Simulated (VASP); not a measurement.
Runs of VASP 6.6.1 on Y3Ge. Symmetry: I4/mmm, No. 139, tetragonal system. The conventional cell has a = 4.531 Å, b = 4.531 Å, c = 10.394 Å, α = 90.00°, β = 90.00°, γ = 90.00°. Around Y (site symmetry 4/mmm) lie 4 Ge at 3.20 Å and 8 Y at 3.45 Å. Around Y (site symmetry -4m2) lie 8 Y at 3.20 to 3.45 Å and 4 Ge at 3.45 Å. Around Ge (site symmetry 4/mmm) lie 12 Y at 3.20 to 3.45 Å. The cell comes from a database or a generator and needn't be the stable form of this composition.

| level | gap on the mesh (eV) | pressure (GPa) | relaxed volume (Å³/atom) |
| --- | --- | --- | --- |
| BLYP+D3 | none | 0.0 | 25.54 |
| AM05 | none | 0.0 | (b) |
| BLYP | none | 0.0 | 27.78 |
| revPBE | none | 0.0 | 27.22 |
| r2SCAN | none | 0.0 | 26.50 |
| RPBE | none | 0.0 | 27.48 |
| PW91 | none | 0.0 | (c) |
| BLYP+D4 | none | 0.0 | (a) |

Alike in all rows: task relaxation of cell and atoms; potentials or basis VASP PAW PBE potentials, release 64 (Y_sv, Ge_d); no spin polarisation; cell relaxed; k mesh 6 × 6 × 6; cutoff (eV) 600; smearing fermi-dirac 0.05 eV.

Question: Fill in the values left out.

Answer: (a) 26.11; (b) 25.27; (c) 26.43.

Caveats: the PAW data sets were made with another functional, which shifts forces and pressure a little; pairwise dispersion overbinds metals, which lowers pressure and volume (some runs).

A k mesh can miss the band edges, and the runs leave out spin-orbit coupling on Ge, Y.

A gap of «none» marks a metal or a gap under the smearing width.

Not every run made on this cell is shown here.
